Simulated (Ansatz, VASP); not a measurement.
## Two plane-wave programs on HfTa3N2

The input INCAR:

```
SYSTEM = HfTa3N2
ALGO = Normal ; EDIFF = 1E-6
ENCUT = 520 ; GGA = PE
ISIF = 2 ; ISMEAR = 0
LASPH = .True. ; LCHARG = .False.
LREAL = .False. ; LWAVE = .False.
NBANDS = 36 ; NELM = 80
PREC = Accurate ; SIGMA = 0.1
```

Contents of KPOINTS:

```
k-points
0
Gamma
  6 6 6
  0 0 0
```

File POSCAR:

```
HfTa3N2
1.0
    5.4232387900      0.0000000000      0.0000000000
   -2.7116193900      4.6966625600      0.0000000000
    0.0000000000      0.0000000000      3.3415803700
Hf Ta N
1 3 2
Direct
    0.0000000000      0.0000000000      0.0000000000
    0.5000000000      0.0000000000      0.5000000000
    0.5000000000      0.5000000000      0.5000000000
    0.0000000000      0.5000000000      0.5000000000
    0.3333333300      0.6666666700      0.0000000000
    0.6666666700      0.3333333300      0.0000000000
```

Input for Ansatz:

```yaml
crystal:
  lattice:
    - [5.42323879, 0.0, 0.0]
    - [-2.71161939, 4.69666256, 0.0]
    - [0.0, 0.0, 3.34158037]
  atoms:
    - { symbol: Hf, position: [0.0, 0.0, 0.0] }
    - { symbol: Ta, position: [0.5, 0.0, 0.5] }
    - { symbol: Ta, position: [0.5, 0.5, 0.5] }
    - { symbol: Ta, position: [0.0, 0.5, 0.5] }
    - { symbol: "N", position: [0.33333333, 0.66666667, 0.0] }
    - { symbol: "N", position: [0.66666667, 0.33333333, 0.0] }
basis:
  ecutwfc: 420
kpoints:
  mp_grid: { grid: [6, 6, 6] }
hamiltonian:
  xc: pbe
scf:
  occupations: { method: gaussian, width: 0.1 }
  lower_state_search: "off"
output:
  forces: true
  stress: true
  eigenvalues: true
```

Change from the starting cell: species swapped into the ScCo3B2 type (P6/mmm, No. 191).

Alike in both runs: task single point; functional PBE; k mesh 6 × 6 × 6; occupations gaussian, width 0.1 eV; no spin polarisation.

|  | VASP | Ansatz |
| --- | --- | --- |
| version | VASP 6.6.1 | Ansatz 0.2.0 |
| potentials or method | VASP PAW PBE potentials, release 64 (Hf_pv, Ta_pv, N) | scalar-relativistic, plane waves, PAW |
| plane-wave cutoff (eV) | 520 | 420 |
| valence electrons in the cell | 53 | 75 |

Ansatz gave:

* gap on the k mesh at the Fermi level (eV): none
* pressure (GPa): -0.5
* largest component of the traceless stress (GPa): 19.21

Which values does VASP return?

gap on the k mesh at the Fermi level (eV): none; pressure (GPa): -0.4; largest component of the traceless stress (GPa): 19.08.

A gap of «none» marks a metal or a gap that the smearing closes. With one functional, cell and mesh, what is left measures potentials, basis and numerics. The two sets of potentials don't hold the same shells in valence.

The runs have no spin-orbit coupling, so splittings on Hf, Ta are missing.
